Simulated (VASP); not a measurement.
Method: PBEsol GGA, VASP's PBE PAW potentials (set 64) (plane waves; VASP).

Input for VASP

POSCAR:
```
Pt
1.0
  0.0000000000   1.9771890511   1.9576129219
  1.9576129219   0.0000000000   1.9576129219
  1.9576129219   1.9771890511   0.0000000000
Pt
1
Cartesian
  0.0000000000   0.0000000000   0.0000000000
```

**KPOINTS**
```
kpoints
0
gamma
 14 14 14
```

**INCAR**
```
ALGO = Normal
EDIFF = 1E-7
ENCUT = 480
GGA = PS
ISIF = 2
ISMEAR = 1
LASPH = T
LCHARG = F
LMAXMIX = 6
LREAL = F
LWAVE = F
NELM = 100
PREC = Accurate
SIGMA = 0.1
SYSTEM = Pt
```

POTCAR, in this order: Pt (PBE.64 set). Program: vasp_std.

The resulting files:

OSZICAR:
```
       N       E                     dE             d eps       ncg     rms          rms(c)
DAV:   1     0.316300542538E+02    0.31630E+02   -0.53610E+03  4736   0.970E+02
DAV:   2    -0.704843707027E+01   -0.38678E+02   -0.36904E+02  4607   0.178E+02
DAV:   3    -0.742312400168E+01   -0.37469E+00   -0.37027E+00  5223   0.173E+01
DAV:   4    -0.742423485632E+01   -0.11109E-02   -0.11108E-02  4940   0.101E+00
DAV:   5    -0.742424237322E+01   -0.75169E-05   -0.75162E-05  4961   0.767E-02    0.131E+01
DAV:   6    -0.701900760838E+01    0.40523E+00   -0.10741E+00  4491   0.936E+00    0.668E+00
DAV:   7    -0.697395512522E+01    0.45052E-01   -0.17381E-01  4719   0.361E+00    0.255E+00
DAV:   8    -0.696974140100E+01    0.42137E-02   -0.50297E-03  4704   0.743E-01    0.543E-01
DAV:   9    -0.696956996993E+01    0.17143E-03   -0.67469E-05  4652   0.909E-02    0.145E-02
DAV:  10    -0.696957431072E+01   -0.43408E-05   -0.17982E-06  5125   0.104E-02    0.164E-03
DAV:  11    -0.696957452854E+01   -0.21782E-06   -0.70084E-08  3864   0.269E-03    0.886E-04
DAV:  12    -0.696957452071E+01    0.78262E-08   -0.29446E-09  2325   0.539E-04
   1 F= -.69695745E+01 E0= -.69697052E+01  d E =0.392155E-03
```

**OUTCAR**
```
------------------------ aborting loop because EDIFF is reached ----------------------------------------
  FORCE on cell =-STRESS in cart. coord.  units (eV):
  Direction    XX          YY          ZZ          XY          YZ          ZX
  --------------------------------------------------------------------------------------
  Total       -0.2214046     -0.3435381     -0.2214046      0.0000000      0.0000000      0.0000000
  in kB      -23.4080602    -36.3206551    -23.4080602      0.0000000      0.0000000      0.0000000
  external PRESSURE =     -27.7122585 kB  Pullay stress =       0.0000000 kB
  volume of cell :       15.15
      direct lattice vectors                 reciprocal lattice vectors
     0.000000000  1.977189051  1.957612922    -0.255413108  0.252884265  0.255413108
     1.957612922  0.000000000  1.957612922     0.255413108 -0.252884265  0.255413108
     1.957612922  1.977189051  0.000000000     0.255413108  0.252884265 -0.255413108
 POSITION                                       TOTAL-FORCE (eV/Angst)
 -----------------------------------------------------------------------------------
      0.00000      0.00000      0.00000         0.000000      0.000000      0.000000
 -----------------------------------------------------------------------------------
    total drift:                               -0.000000     -0.000000     -0.000000
  FREE ENERGIE OF THE ION-ELECTRON SYSTEM (eV)
  ---------------------------------------------------
  free  energy   TOTEN  =        -6.9695745207 eV

  energy  without entropy=       -6.9699666753  energy(sigma->0) =       -6.96970524
```
(Selected blocks of OUTCAR.)

The compound is Pt in the fcc structure. This cell was strained or had an atom moved on purpose.
